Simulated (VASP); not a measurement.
Crystal: TiPbO4.

```
CELL_PARAMETERS angstrom
2.38630 -4.13617 0.00000
2.38630 4.13617 0.00000
0.00000 0.00000 3.86764
ATOMIC_POSITIONS crystal
Ti 0.00000 0.00000 0.50000
Pb 0.50000 0.50000 0.00000
O 0.17008 0.82992 0.00000
O 0.82992 0.17008 0.00000
O 0.00000 0.50000 0.50000
O 0.50000 0.00000 0.50000
```

The cell was built by a generator and needn't be a form met in nature.

```yaml
Program: VASP 6.6.1
Task: relaxation of cell and atoms
Functional: PBE
Potentials_or_basis: VASP PAW PBE potentials, release 64 (Ti_sv, Pb_d, O)
Cutoff: 520 eV
k_mesh: 4 × 4 × 4
Occupations: gaussian, width 0.15 eV
Spin: no spin polarisation
```

At the start: pressure -14.6 GPa; volume 12.72 Å³/atom.

Question: How do energy, volume and symmetry change on relaxing?

Answer: Over 13 steps the energy falls by 1159.7 meV/atom and the volume is 11.69 Å³/atom (-8.1 %); space group Cmmm (No. 65, to 0.05 Å).

The path:
```
step  energy change (eV)  largest force (eV/Å)  pressure (GPa)  volume (Å³)
   1              0.0000                2.3656          -14.61        76.35
   2             -4.2145                1.2619            9.62        63.17
   3             -4.7829                0.4138           43.00        56.66
   4             -4.8504                1.1473           27.47        58.93
   5             -4.8862                0.9181           33.10        58.01
   6             -5.9010                2.0071           27.67        62.90
   7             -5.9907                2.2372           27.22        61.85
   8             -6.8435                0.9431           -6.95        73.20
   9             -6.8742                1.2776           -2.80        71.17
  10             -6.9358                0.6566            0.00        70.60
  11             -6.9382                0.2750           -0.63        70.69
  12             -6.9563                0.0579           -0.21        70.33
  13             -6.9584                0.0461            0.01        70.16
```

Final structure:
```
Ti Pb O
1.0
     2.75813   -3.00624    0.00000
     2.75813    3.00624    0.00000
     0.00000    0.00000    4.23085
Ti Pb O
1 1 4
Direct
  0.00000 0.00000 0.50000
  0.50000 0.50000 0.00000
  0.12113 0.87887 0.00000
  0.87887 0.12113 0.00000
  0.00000 0.50000 0.50000
  0.50000 0.00000 0.50000
```
